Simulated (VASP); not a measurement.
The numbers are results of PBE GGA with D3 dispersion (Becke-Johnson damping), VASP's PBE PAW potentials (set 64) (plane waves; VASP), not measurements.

A VASP calculation is set up with these files.

**INCAR**
```
SYSTEM = InP
PREC = Accurate
ENCUT = 400
EDIFF = 1E-6
NELM = 100
ALGO = Normal
LREAL = .FALSE.
LASPH = .TRUE.
ISMEAR = 0
SIGMA = 0.05
GGA = PE
IVDW = 12
LMAXMIX = 4
LWAVE = .FALSE.
LCHARG = .FALSE.
IBRION = 2
ISIF = 3
NSW = 60
EDIFFG = -0.01
```

POSCAR:
```
InP
1.0
  0.0000000000   2.9250000000   2.9250000000
  2.9250000000   0.0000000000   2.9250000000
  2.9250000000   2.9250000000   0.0000000000
P In
1 1
Direct
  0.2500000000   0.2500000000   0.2500000000
  0.0000000000   0.0000000000   0.0000000000
```

KPOINTS:
```
kpoints
0
G
  7 7 7
```

POTCAR, in this order: P In_d (PBE.64 set). Program: vasp_std.

Output of the run:

File OSZICAR:
```
       N       E                     dE             d eps       ncg     rms          rms(c)
DAV:   1     0.103045622970E+03    0.10305E+03   -0.75226E+03   525   0.128E+03
DAV:   2    -0.144581813445E+01   -0.10449E+03   -0.10154E+03   535   0.297E+02
DAV:   3    -0.861026928061E+01   -0.71645E+01   -0.71248E+01   705   0.867E+01
DAV:   4    -0.878750943290E+01   -0.17724E+00   -0.17716E+00   566   0.151E+01
DAV:   5    -0.879740406486E+01   -0.98946E-02   -0.98944E-02   794   0.307E+00    0.573E+00
DAV:   6    -0.839951786713E+01    0.39789E+00   -0.74832E-01   755   0.159E+01    0.353E+00
DAV:   7    -0.837067424712E+01    0.28844E-01   -0.21200E-01   721   0.405E+00    0.127E+00
DAV:   8    -0.837081313377E+01   -0.13889E-03   -0.17927E-02   660   0.199E+00    0.394E-01
DAV:   9    -0.837152943292E+01   -0.71630E-03   -0.23848E-03   640   0.764E-01    0.201E-01
DAV:  10    -0.837156961539E+01   -0.40182E-04   -0.21882E-04   663   0.127E-01    0.140E-01
DAV:  11    -0.837162149233E+01   -0.51877E-04   -0.45232E-05   575   0.520E-02    0.419E-02
DAV:  12    -0.837163394271E+01   -0.12450E-04   -0.41535E-05   626   0.119E-01    0.228E-02
DAV:  13    -0.837163404365E+01   -0.10094E-06   -0.18407E-06   512   0.147E-02
   1 F= -.90028855E+01 E0= -.90028855E+01  d E =-.900289E+01
       N       E                     dE             d eps       ncg     rms          rms(c)
DAV:   1    -0.856383705841E+01   -0.19220E+00   -0.43813E+00   655   0.482E+01    0.265E+00
DAV:   2    -0.842370088799E+01    0.14014E+00   -0.28303E-01   675   0.132E+01    0.986E-01
DAV:   3    -0.839792973131E+01    0.25771E-01   -0.82899E-02   670   0.670E+00    0.550E-01
DAV:   4    -0.839792199723E+01    0.77341E-05   -0.34394E-03   545   0.630E-01    0.430E-01
DAV:   5    -0.839738864660E+01    0.53335E-03   -0.41649E-04   623   0.217E-01    0.181E-01
DAV:   6    -0.839730973896E+01    0.78908E-04   -0.17705E-04   780   0.142E-01    0.228E-02
DAV:   7    -0.839731040470E+01   -0.66574E-06   -0.16907E-05   650   0.512E-02    0.919E-03
DAV:   8    -0.839731194165E+01   -0.15369E-05   -0.15608E-06   411   0.203E-02    0.241E-03
DAV:   9    -0.839731188597E+01    0.55680E-07   -0.19834E-07   305   0.428E-03
   2 F= -.90061988E+01 E0= -.90061988E+01  d E =-.331324E-02
       N       E                     dE             d eps       ncg     rms          rms(c)
DAV:   1    -0.841232261895E+01   -0.15011E-01   -0.53443E-01   650   0.160E+01    0.997E-01
DAV:   2    -0.839394702174E+01    0.18376E-01   -0.39019E-02   670   0.520E+00    0.342E-01
DAV:   3    -0.839089688059E+01    0.30501E-02   -0.92570E-03   670   0.227E+00    0.207E-01
DAV:   4    -0.839088906691E+01    0.78137E-05   -0.38726E-04   553   0.204E-01    0.153E-01
DAV:   5    -0.839085404227E+01    0.35025E-04   -0.53781E-05   665   0.790E-02    0.515E-02
DAV:   6    -0.839086145344E+01   -0.74112E-05   -0.20191E-05   795   0.571E-02    0.149E-02
DAV:   7    -0.839085829670E+01    0.31567E-05   -0.23817E-06   523   0.206E-02    0.235E-03
DAV:   8    -0.839085801874E+01    0.27796E-06   -0.14719E-07   275   0.562E-03
   3 F= -.90075981E+01 E0= -.90075981E+01  d E =-.471261E-02
```

OUTCAR:
```
------------------------ aborting loop because EDIFF is reached ----------------------------------------
 Edisp (eV)   -0.61674
  FORCE on cell =-STRESS in cart. coord.  units (eV):
  Direction    XX          YY          ZZ          XY          YZ          ZX
  --------------------------------------------------------------------------------------
  Total       0.00232     0.00232     0.00232    -0.00000     0.00000     0.00000
  in kB       0.07286     0.07286     0.07286    -0.00000     0.00000     0.00000
  external pressure =        0.07 kB  Pullay stress =        0.00 kB
  volume of cell :       51.11
      direct lattice vectors                 reciprocal lattice vectors
    -0.000000000  2.945530651  2.945530651    -0.169748700  0.169748700  0.169748700
     2.945530651  0.000000000  2.945530651     0.169748700 -0.169748700  0.169748700
     2.945530651  2.945530651  0.000000000     0.169748700  0.169748700 -0.169748700
  FREE ENERGIE OF THE ION-ELECTRON SYSTEM (eV)
  ---------------------------------------------------
  free  energy   TOTEN  =        -9.0075981326 eV

  energy  without entropy=       -9.0075981326  energy(sigma->0) =       -9.00759813

 reached required accuracy - stopping structural energy minimisation
```
(Selected blocks of OUTCAR.)

CONTCAR:
```
InP
   1.00000000000000
    -0.0000000000000000    2.9455306514241042    2.9455306514241042
     2.9455306514241042    0.0000000000000000    2.9455306514241042
     2.9455306514241042    2.9455306514241042    0.0000000000000000
  P               In
     1     1
Direct
     0.2500000000000000    0.2500000000000000    0.2500000000000000
     0.0000000000000000    0.0000000000000000    0.0000000000000000
```

Energy and stress use the plane-wave basis of the starting cell.

The structure comes from a measured InP entry (F-43m) of the Crystallography Open Database, whose conditions weren't checked. This run relaxes it. Symmetry was kept, so distortions that lower it aren't found.
